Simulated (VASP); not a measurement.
Input:

```
CELL_PARAMETERS angstrom
      1.40760    -2.43804     0.00000
      1.40760     2.43804     0.00000
      0.00000     0.00000     4.54920
ATOMIC_POSITIONS crystal
  Re 0.33333 0.66667 0.25000
  Re 0.66667 0.33333 0.75000
```

Method: PBE GGA, VASP's PBE PAW potentials (set 64) (plane waves; VASP). Numerical set-up: 400 eV cut-off, 11×11×6 Γ-centred mesh, first-order Methfessel-Paxton smearing of 0.10 eV, potentials Re.

Problem. Give the stress tensor in GPa (positive for a compressed cell).

Solution. 
```
-14.93    0.00    0.00
  0.00  -14.93    0.00
  0.00    0.00  -15.36
```
The pressure is its mean diagonal, -15.07 GPa.

The compound is Re in the hcp structure. The cell was not relaxed at this level.
